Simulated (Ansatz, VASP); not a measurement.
# W (Sigma3 (112)[1-10] symmetric tilt boundary in W) in two plane-wave programs

One calculation is typed for both programs; each brings its own data sets. How far apart do they land? The cell is taken from a series of runs on this material, whose earlier steps may have relaxed, scaled, displaced or heated it; both programs get it as it stands.

Calculated with Ansatz 0.2.0; plane waves, with VASP 6.6.1 beside it; PBE.

### Step 1. The structure

The cell holds 64 atoms: 64 W. Its edges and angles: a = 5.517 Å, b = 9.009 Å, c = 21.006 Å, α = 90.0°, β = 90.0°, γ = 90.0°. It derives from W. Two grains of W, one the mirror image of the other in the boundary plane, two boundaries a cell; of 6 trial joints (lateral shifts, openings, close atoms taken out) the lowest after a short relaxation with the MACE-MP-0b2 potential was kept (shift [0, 0] of the surface cell, opening 0.00 A, one of each pair under 1.66 A removed), then its atoms and the cell's length along the normal were relaxed with that potential. Lattice constants are starting values near those of PBE. The structure's axis is c.

### Step 2. VASP: single point, PBE

A single point takes one fixed geometry, so differences don't come from the geometry; what else differs is listed under the comparison.

Lines of VASP's logs that name or quote its potential files are left out, and so is its time.

The input, INCAR:

```
SYSTEM = W
PREC = Accurate
ENCUT = 520
EDIFF = 1E-06
NELM = 120
ISMEAR = -1
SIGMA = 0.1
LREAL = Auto
ALGO = Normal
GGA = PE
NBANDS = 236
LASPH = .TRUE.
LORBIT = 11
LWAVE = .FALSE.
LCHARG = .FALSE.
ISIF = 2
GGA_COMPAT = .FALSE.
```

The input, POSCAR:

```
W
1.0
    5.5165800000      0.0000000000      0.0000000000
    0.0000000000      9.0085400000      0.0000000000
    0.0000000000      0.0000000000     21.0058500000
W
64
Direct
    0.3398000000      0.2500000000      0.0000100000
    0.1660300000      0.0000000000      0.0656900000
    0.0002000000      0.2500000000      0.1260700000
    0.3319700000      0.0000000000      0.1883300000
    0.1666800000      0.2500000000      0.2500100000
    0.0014000000      0.0000000000      0.3116900000
    0.3331600000      0.2500000000      0.3739500000
    0.1673400000      0.0000000000      0.4343300000
    0.9935400000      0.2500000000      0.5000100000
    0.1659900000      0.0000000000      0.9343300000
    0.0001700000      0.2500000000      0.8739500000
    0.3319300000      0.0000000000      0.8116900000
    0.1666500000      0.2500000000      0.7500100000
    0.0013700000      0.0000000000      0.6883300000
    0.3331300000      0.2500000000      0.6260700000
    0.1673100000      0.0000000000      0.5656900000
    0.3398000000      0.7500000000      0.0000100000
    0.1660300000      0.5000000000      0.0656900000
    0.0002000000      0.7500000000      0.1260700000
    0.3319700000      0.5000000000      0.1883300000
    0.1666800000      0.7500000000      0.2500100000
    0.0014000000      0.5000000000      0.3116900000
    0.3331600000      0.7500000000      0.3739500000
    0.1673400000      0.5000000000      0.4343300000
    0.9935400000      0.7500000000      0.5000100000
    0.1659900000      0.5000000000      0.9343300000
    0.0001700000      0.7500000000      0.8739500000
    0.3319300000      0.5000000000      0.8116900000
    0.1666500000      0.7500000000      0.7500100000
    0.0013700000      0.5000000000      0.6883300000
    0.3331300000      0.7500000000      0.6260700000
    0.1673100000      0.5000000000      0.5656900000
    0.8398000000      0.2500000000      0.0000100000
    0.6660300000      0.0000000000      0.0656900000
    0.5002000000      0.2500000000      0.1260700000
    0.8319700000      0.0000000000      0.1883300000
    0.6666800000      0.2500000000      0.2500100000
    0.5014000000      0.0000000000      0.3116900000
    0.8331600000      0.2500000000      0.3739500000
    0.6673400000      0.0000000000      0.4343300000
    0.4935400000      0.2500000000      0.5000100000
    0.6659900000      0.0000000000      0.9343300000
    0.5001700000      0.2500000000      0.8739500000
    0.8319300000      0.0000000000      0.8116900000
    0.6666500000      0.2500000000      0.7500100000
    0.5013700000      0.0000000000      0.6883300000
    0.8331300000      0.2500000000      0.6260700000
    0.6673100000      0.0000000000      0.5656900000
    0.8398000000      0.7500000000      0.0000100000
    0.6660300000      0.5000000000      0.0656900000
    0.5002000000      0.7500000000      0.1260700000
    0.8319700000      0.5000000000      0.1883300000
    0.6666800000      0.7500000000      0.2500100000
    0.5014000000      0.5000000000      0.3116900000
    0.8331600000      0.7500000000      0.3739500000
    0.6673400000      0.5000000000      0.4343300000
    0.4935400000      0.7500000000      0.5000100000
    0.6659900000      0.5000000000      0.9343300000
    0.5001700000      0.7500000000      0.8739500000
    0.8319300000      0.5000000000      0.8116900000
    0.6666500000      0.7500000000      0.7500100000
    0.5013700000      0.5000000000      0.6883300000
    0.8331300000      0.7500000000      0.6260700000
    0.6673100000      0.5000000000      0.5656900000
```

The input, KPOINTS:

```
Automatic mesh
0
Gamma
8 5 2
0 0 0
```

Potentials, in the order of the species: W (PBE family, release 64).

On the command line:

```
$ export OMP_NUM_THREADS=3
$ mpirun -np 1 vasp_std
```

Numbers of over 12 decimals in the logs are rounded to 6 here.

The log of the run:

```text
[banner, memory and clock lines left out]
running    1 mpi-ranks, on    1 nodes
[...]
Offloading initialized ...    1 GPUs detected
[...]
LDA part: xc-table for (Slater+PW92), standard interpolation
 POSCAR, INCAR and KPOINTS ok, starting setup
[...]
entering main loop
       N       E                     dE             d eps       ncg     rms          rms(c)
DAV:   1     0.153110089906E+04    0.15311E+04   -0.16803E+05 14160   0.147E+03
DAV:   2    -0.580022187805E+03   -0.21111E+04   -0.19963E+04 15824   0.366E+02
DAV:   3    -0.857835187242E+03   -0.27781E+03   -0.26537E+03 21680   0.834E+01
DAV:   4    -0.872301834817E+03   -0.14467E+02   -0.14007E+02 19648   0.196E+01
[...]
DAV:  17    -0.829137967683E+03    0.15771E-04   -0.55378E-05 20840   0.199E-02    0.126E-02
DAV:  18    -0.829137966677E+03    0.10056E-05   -0.96083E-06 17632   0.653E-03    0.862E-03
DAV:  19    -0.829137966124E+03    0.55328E-06   -0.15372E-06 10160   0.320E-03
   1 F= -.82913797E+03 E0= -.82860305E+03  d E =-.106983E+01
```

Parts of OUTCAR (step 2):

```text
  Total      -39.9287414    -36.4326071    -25.3247301      0.0000000      0.0000000      0.0042058
  in kB      -61.2818139    -55.9160186    -38.8678767      0.0000000      0.0000000      0.0064550
  external PRESSURE =     -52.0219031 kB  Pullay stress =       0.0000000 kB

 POSITION                                       TOTAL-FORCE (eV/Angst)
 -----------------------------------------------------------------------------------
      1.87453      2.25213      0.00021        -0.094797      0.000000      0.000529
      0.91592      0.00000      1.37987         0.024777      0.000000     -0.008445
      0.00110      2.25213      2.64821         0.032129     -0.000000      0.023368
      1.83134      0.00000      3.95603        -0.014083      0.000000     -0.019971
      0.91950      2.25213      5.25167         0.000417      0.000000     -0.002001
      0.00772      0.00000      6.54731         0.014429      0.000000      0.020858
      1.83790      2.25213      7.85514        -0.031378      0.000000     -0.022523
      0.92314      0.00000      9.12347        -0.025334     -0.000000      0.008780
      5.48094      2.25213     10.50314         0.093972      0.000000     -0.000250
      0.91570      0.00000     19.62640         0.025432      0.000000      0.008697
      0.00094      2.25213     18.35806         0.031477      0.000000     -0.022636
      1.83112      0.00000     17.05024        -0.014285     -0.000000      0.020839
      0.91934      2.25213     15.75460        -0.000189      0.000000     -0.002016
      0.00756      0.00000     14.45896         0.013782     -0.000000     -0.019979
[...]
-----------------------------------------------------------------------------------
    total drift:                               -0.003021     -0.000000      0.013497

  FREE ENERGIE OF THE ION-ELECTRON SYSTEM (eV)
  ---------------------------------------------------
  free  energy   TOTEN  =      -829.1379661240 eV

  energy  without entropy=     -828.0681317300  energy(sigma->0) =     -828.60304893

[... 1 further part left out ...]
```

The run ends at a pressure of -5.20 GPa, with forces up to 0.095 eV/Å.

### Step 3. Ansatz: single point, PBE

Ansatz runs on its default PAW (the set named soft_2) files.

The same cell, functional, mesh and smearing now go to Ansatz, which takes its cutoff from its data sets.

The input, input.yaml:

```yaml
crystal:
  lattice:
    - [5.51658, 0.0, 0.0]
    - [0.0, 9.00854, 0.0]
    - [0.0, 0.0, 21.00585]
  atoms:
    - { symbol: W, position: [0.3398, 0.25, 1.0e-05] }
    - { symbol: W, position: [0.16603, 0.0, 0.06569] }
    - { symbol: W, position: [0.0002, 0.25, 0.12607] }
    - { symbol: W, position: [0.33197, 0.0, 0.18833] }
    - { symbol: W, position: [0.16668, 0.25, 0.25001] }
    - { symbol: W, position: [0.0014, 0.0, 0.31169] }
    - { symbol: W, position: [0.33316, 0.25, 0.37395] }
    - { symbol: W, position: [0.16734, 0.0, 0.43433] }
    - { symbol: W, position: [0.99354, 0.25, 0.50001] }
    - { symbol: W, position: [0.16599, 0.0, 0.93433] }
    - { symbol: W, position: [0.00017, 0.25, 0.87395] }
    - { symbol: W, position: [0.33193, 0.0, 0.81169] }
    - { symbol: W, position: [0.16665, 0.25, 0.75001] }
    - { symbol: W, position: [0.00137, 0.0, 0.68833] }
    - { symbol: W, position: [0.33313, 0.25, 0.62607] }
    - { symbol: W, position: [0.16731, 0.0, 0.56569] }
    - { symbol: W, position: [0.3398, 0.75, 1.0e-05] }
    - { symbol: W, position: [0.16603, 0.5, 0.06569] }
    - { symbol: W, position: [0.0002, 0.75, 0.12607] }
    - { symbol: W, position: [0.33197, 0.5, 0.18833] }
    - { symbol: W, position: [0.16668, 0.75, 0.25001] }
    - { symbol: W, position: [0.0014, 0.5, 0.31169] }
    - { symbol: W, position: [0.33316, 0.75, 0.37395] }
    - { symbol: W, position: [0.16734, 0.5, 0.43433] }
    - { symbol: W, position: [0.99354, 0.75, 0.50001] }
    - { symbol: W, position: [0.16599, 0.5, 0.93433] }
    - { symbol: W, position: [0.00017, 0.75, 0.87395] }
    - { symbol: W, position: [0.33193, 0.5, 0.81169] }
    - { symbol: W, position: [0.16665, 0.75, 0.75001] }
    - { symbol: W, position: [0.00137, 0.5, 0.68833] }
    - { symbol: W, position: [0.33313, 0.75, 0.62607] }
    - { symbol: W, position: [0.16731, 0.5, 0.56569] }
    - { symbol: W, position: [0.8398, 0.25, 1.0e-05] }
    - { symbol: W, position: [0.66603, 0.0, 0.06569] }
    - { symbol: W, position: [0.5002, 0.25, 0.12607] }
    - { symbol: W, position: [0.83197, 0.0, 0.18833] }
    - { symbol: W, position: [0.66668, 0.25, 0.25001] }
    - { symbol: W, position: [0.5014, 0.0, 0.31169] }
    - { symbol: W, position: [0.83316, 0.25, 0.37395] }
    - { symbol: W, position: [0.66734, 0.0, 0.43433] }
    - { symbol: W, position: [0.49354, 0.25, 0.50001] }
    - { symbol: W, position: [0.66599, 0.0, 0.93433] }
    - { symbol: W, position: [0.50017, 0.25, 0.87395] }
    - { symbol: W, position: [0.83193, 0.0, 0.81169] }
    - { symbol: W, position: [0.66665, 0.25, 0.75001] }
    - { symbol: W, position: [0.50137, 0.0, 0.68833] }
    - { symbol: W, position: [0.83313, 0.25, 0.62607] }
    - { symbol: W, position: [0.66731, 0.0, 0.56569] }
    - { symbol: W, position: [0.8398, 0.75, 1.0e-05] }
    - { symbol: W, position: [0.66603, 0.5, 0.06569] }
    - { symbol: W, position: [0.5002, 0.75, 0.12607] }
    - { symbol: W, position: [0.83197, 0.5, 0.18833] }
    - { symbol: W, position: [0.66668, 0.75, 0.25001] }
    - { symbol: W, position: [0.5014, 0.5, 0.31169] }
    - { symbol: W, position: [0.83316, 0.75, 0.37395] }
    - { symbol: W, position: [0.66734, 0.5, 0.43433] }
    - { symbol: W, position: [0.49354, 0.75, 0.50001] }
    - { symbol: W, position: [0.66599, 0.5, 0.93433] }
    - { symbol: W, position: [0.50017, 0.75, 0.87395] }
    - { symbol: W, position: [0.83193, 0.5, 0.81169] }
    - { symbol: W, position: [0.66665, 0.75, 0.75001] }
    - { symbol: W, position: [0.50137, 0.5, 0.68833] }
    - { symbol: W, position: [0.83313, 0.75, 0.62607] }
    - { symbol: W, position: [0.66731, 0.5, 0.56569] }
kpoints:
  mp_grid: { grid: [8, 5, 2] }
hamiltonian:
  xc: pbe
scf:
  occupations: { method: fermi_dirac, width: 0.1 }
output:
  forces: true
```

On the command line:

```
$ ansatz run input.yaml --threads 6 --pin off --max-ram 102400MiB --backend cuda --events-out ev --progress --plain --runs-dir out
```

The log of the run:

```text
Warning: the atoms were moved onto the symmetric positions of the space group found under crystal.symmetry.tolerance 1.0e-5 (fractional; no operation is sought that the atoms, as they stand in a round, miss by more than twice it, and no atom is moved by as much as it), and the run uses the moved positions. Before a round's move an operation carried an atom to 3.45e-5 Å from where it should land, the largest such dist [...]
Engine: ansatz 0.2.0, x86_64-unknown-linux-gnu
Pseudopotentials: kind: paw
Pseudopotential: W, paw, valence charge 14, recommended cutoff 420 eV (normal), W.paw.azcp
Functional definition: PBE
  parameter kappa = 0.804
  parameter beta = 0.066725
  exchange = pbe_x(kappa = kappa, mu = beta*pi^2/3)
  correlation = pbe_c(beta = beta)
device memory: the entry about to start is reckoned to put 32.4 GiB on a device that reports 70.5 GiB free
GPU FFT provider: cuFFT
GPU libraries: cuBLAS 13.8.2, cuFFT 12.4.0, cuSOLVER 12.3.4
Crystal: 64 atoms, lattice volume = 1043.914 Å³
Basis set: ecut = 420 eV, 20375 PW (Γ), exchange–correlation on 80×128×288 points (8 copies of the dense FFT grid, shifted against one another)
Bands: 538, of which v1, the nominal top of the filled ones, is band 448 counted from 1 (447 counted from 0)
Symmetry: 16 space group operations
Space group: Pmc21 (ITA 26), of the structure as read, at distance tolerance 1.0e-4 Å
k-points: 30 of 80
Non-local potential: W, projectors of the file, l = 0: 3, l = 1: 2, l = 2: 2, l = 3: 1
PAW form: soft (Blöchl's): semilocal exchange-correlation on the pseudo side does not see the compensation charge
PAW one-centre angular grid: W, 590 points (default); XC on 64 Gauss nodes
Initial density: superposition of atomic densities (neutral atoms: chi_scale 0, normalization atom), corrected by the library's trained network
Initial wavefunctions: pseudopotential atomic-orbital guess
GPU buffer pool allocated for 368640 grid points (all kernels)
GPU transforms: local potential and band sums: pruned to the plane-wave sphere, on 40×64×144
Functional: x = pbe(κ = 0.804, μ = 0.219515), c = pbe(β = 0.066725)
SCF iter   1: F=—  HF=-664624.705195 eV  |F-HF|=—  |Δ(HF+E_count)|=         —  Δρ=3.08e-3  dr2=8.62e-2  ethr=1.77e-3  ⟨swp⟩=4.1  Hψ=59173  notcnv=0
preconditioner: auto → Kerker (q_TF=auto, 2.660 Å⁻¹)  [metal: Δε(μ)=0.007 eV  Ē_g=4.954 eV  σ=0.100 eV  W_gap=0.02  n_scr=322 (ndim 8)  ℏωp=22.5 eV  f_vac=0.000  D(μ)=32.47/eV (n_scr^D=216)]
SCF iter   2: F=—  HF=-664624.691743 eV  |F-HF|=—  |Δ(HF+E_count)|=   1.35e-2  Δρ=1.78e-3  dr2=2.73e-2  ethr=9.62e-6  ⟨swp⟩=1.8  Hψ=20442  notcnv=0
SCF iter   3: F=—  HF=-664624.694836 eV  |F-HF|=—  |Δ(HF+E_count)|=   3.09e-3  Δρ=2.17e-4  dr2=4.40e-4  ethr=3.04e-6  ⟨swp⟩=2.0  Hψ=21486  notcnv=0
SCF iter   4: F=—  HF=-664624.689764 eV  |F-HF|=—  |Δ(HF+E_count)|=   5.07e-3  Δρ=3.98e-5  dr2=3.20e-5  ethr=4.91e-8  ⟨swp⟩=2.0  Hψ=22038  notcnv=0
SCF iter   5: F=—  HF=-664624.694829 eV  |F-HF|=—  |Δ(HF+E_count)|=   5.06e-3  Δρ=1.08e-5  dr2=3.23e-6  ethr=3.57e-9  ⟨swp⟩=2.0  Hψ=21781  notcnv=0
SCF iter   6: F=—  HF=-664624.694829 eV  |F-HF|=—  |Δ(HF+E_count)|=   2.93e-7  Δρ=2.27e-6  dr2=1.49e-7  ethr=3.61e-10  ⟨swp⟩=2.0  Hψ=21145  notcnv=0
SCF iter   7: F=-664624.694829 eV  HF=-664624.694829 eV  |F-HF|=3.14e-9  |Δ(HF+E_count)|=   1.40e-8  Δρ=3.48e-7  dr2=3.90e-9  ethr=1.12e-11  ⟨swp⟩=4.0  Hψ=44363  notcnv=0
SCF 1 converged in 7 iterations: F = -664624.694829 eV  dr2 = 3.90e-9
  greatest PAW one-centre occupation: 1.000 electrons in one spin orbital (limit 2), on the W atom at site 56 (counted from 0), in its partial waves of l = 0
SCF converged after 7 iterations
Free energy (F): -664624.694829 eV
Harris-Foulkes:  -664624.694829 eV  (|F-HF|=3.14e-9)
Internal energy: -664623.624005 eV  (E = F + TS)
E sigma→0 (E₀):  -664624.159417 eV
Entropy (-TS):   -1.070824 eV (-16.732 meV/atom)
Fermi energy:    21.792762 eV
--- Per-component energies (eV) ---
  E_band       = -5825.654634
  E_kinetic    = 28745.723921
  E_local      = -39819.626504  (includes V_loc(G=0)·N_el)
  E_nonlocal   = 24.026278
  E_hartree    = 14237.026543
  E_xc         = -17066.485169
  E_vxc        = -15259.325620  (∫ρ·V_xc dr)
  E_paw        = -547992.556080  (= ΣΔE_a)
  E_vpaw       = -7990.501626  (= ΣTr[D̂ρ^β])
  E_aug_tail   = -0.003956  (compensation charges beyond the density's cutoff)
  E_ewald      = -102751.729037
  E_smearing   = -1.070824  (= −TS)
  E_closure    = -0.000000  (closes the sum)
  Σ components = -664624.694829   (vs F -664624.694829, Δ=0.00e0)
--- Forces (eV/Å), atoms counted from 1 ---
  atom   1  W     -0.06478179     0.00000000     0.00014073
  atom   2  W      0.01412077     0.00000000    -0.03804762
  atom   3  W      0.02489436    -0.00000000     0.02231892
  atom   4  W     -0.00854031     0.00000000    -0.01622398
  atom   5  W      0.00007957     0.00000000    -0.00000437
  atom   6  W      0.00837815     0.00000000     0.01623854
  atom   7  W     -0.02489205     0.00000000    -0.02231797
  atom   8  W     -0.01418876     0.00000000     0.03789578
  atom   9  W      0.06478179     0.00000000     0.00014073
  atom  10  W      0.01418876     0.00000000     0.03789578
  atom  11  W      0.02489205    -0.00000000    -0.02231797
  atom  12  W     -0.00837815     0.00000000     0.01623854
  atom  13  W     -0.00007957     0.00000000    -0.00000437
  atom  14  W      0.00854031     0.00000000    -0.01622398
  atom  15  W     -0.02489436    -0.00000000     0.02231892
  atom  16  W     -0.01412077     0.00000000    -0.03804762
  atom  17  W     -0.06478179     0.00000000     0.00014073
  atom  18  W      0.01412077    -0.00000000    -0.03804762
  atom  19  W      0.02489436    -0.00000000     0.02231892
  atom  20  W     -0.00854031    -0.00000000    -0.01622398
  atom  21  W      0.00007957     0.00000000    -0.00000437
  atom  22  W      0.00837815     0.00000000     0.01623854
  atom  23  W     -0.02489205    -0.00000000    -0.02231797
  atom  24  W     -0.01418876     0.00000000     0.03789578
[...]
atom  57  W      0.06478179    -0.00000000     0.00014073
  atom  58  W      0.01418876    -0.00000000     0.03789578
  atom  59  W      0.02489205    -0.00000000    -0.02231797
  atom  60  W     -0.00837815     0.00000000     0.01623854
  atom  61  W     -0.00007957    -0.00000000    -0.00000437
  atom  62  W      0.00854031    -0.00000000    -0.01622398
  atom  63  W     -0.02489436     0.00000000     0.02231892
  atom  64  W     -0.01412077    -0.00000000    -0.03804762
  max |Σ_I F_I| component: 3.04e-7 eV/Å
```

In the SCF lines HF is the Harris–Foulkes energy and dr2 the Hartree energy of the density residual, in eV; the loop may stop once dr2 is under the threshold and the program's other checks hold. Hψ counts applications of the Hamiltonian.

### Step 4. Side by side

Known differences besides the potentials themselves: the data sets hold 896 valence electrons in Ansatz (on its default PAW (the set named soft_2) files) and 384 in VASP; the cutoff is 420 eV in Ansatz and 520 eV in VASP (PREC = Accurate, projectors in real space). Total energies have different zeros and are not compared.

Forces on 10 of the 64 atoms, those with the largest forces and the largest differences (eV/Å; atoms numbered as in POSCAR):

```csv
atom,"Ansatz x, y, z","VASP x, y, z"
W1,"-0.065, 0.000, 0.000","-0.095, 0.000, 0.001"
W2,"0.014, 0.000, -0.038","0.025, 0.000, -0.008"
W17,"-0.065, 0.000, 0.000","-0.095, 0.000, 0.001"
W18,"0.014, 0.000, -0.038","0.025, 0.000, -0.008"
W25,"0.065, 0.000, 0.000","0.094, 0.000, 0.000"
W33,"-0.065, 0.000, 0.000","-0.095, 0.000, 0.001"
W41,"0.065, 0.000, 0.000","0.094, 0.000, 0.000"
W49,"-0.065, 0.000, 0.000","-0.095, 0.000, 0.001"
W50,"0.014, 0.000, -0.038","0.025, 0.000, -0.008"
W57,"0.065, 0.000, 0.000","0.094, 0.000, 0.000"
```

The forces differ by 11 meV/Å r.m.s., which is 45.6 % of the r.m.s. force of 0.025 eV/Å (both taken over all components).

### Step 5. Summary of results

```yaml
r_m_s_force_difference_single_point_pbe: 11 meV/Å
```

In words: The r.m.s. force difference is 11 meV/Å (single point, PBE), within the 12 meV/Å picked in this series as the mark of a large difference. The data sets hold unlike numbers of valence electrons (896 in Ansatz and 384 in VASP), so part of the differences may come from the potentials. How closely two codes agree says nothing of how well the functional describes the real material.

[Lines on the potential files, build, host, timing and source positions are cut from VASP's logs without a mark.]

[Logs are printed without paths, hosts, clocks, repeated set-up lines and the standing remarks that a program may print on its own settings, such as how far it seeks lower states.]

[Hosts, paths, dates, database ids (printed as entryN), source tags and the programs' standing remarks are cut or masked in the printed files.]
